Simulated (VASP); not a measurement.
Runs of VASP 6.6.1 on SrTiO3. The structure is tetragonal, space group P4/mmm (No. 123). The conventional cell has a = 3.913 Å, b = 3.913 Å, c = 3.996 Å, α = 90.00°, β = 90.00°, γ = 90.00°. Sr (site symmetry 4/mmm) is surrounded by 12 O at 2.77 to 2.80 Å. Ti (site symmetry 4/mmm) is surrounded by 6 O at 1.96 to 2.00 Å. O (site symmetry 4/mmm) has 2 Ti at 2.00 Å as nearest neighbours. O (site symmetry mmm) has 2 Ti at 1.96 Å as nearest neighbours. The cell was built by a generator and isn't the measured one.

```csv
task,spin,cell,cutoff (eV),gap on the mesh (eV),pressure (GPa)
electrostatic potential,off,"P4/mmm, 12.24 Å³/atom",520,1.77,0.1
band structure,"non-collinear, zero start, SOC","P4/mmm, 12.24 Å³/atom",520,-,(a)
band structure,off,"P4/mmm, 12.24 Å³/atom",520,1.76,(b)
relaxation of cell and atoms,off,relaxed,600,1.66,0.0
```

Alike in all rows: level PBE; potentials or basis VASP PAW PBE potentials, release 64 (Sr_sv, Ti_sv, O); k mesh 8 × 8 × 8; smearing gaussian 0.02 eV.

Fill in the values left out.

(a) 0.2; (b) 0.3.

A k mesh can miss the band edges, and rows without SOC leave out spin-orbit coupling on Sr.
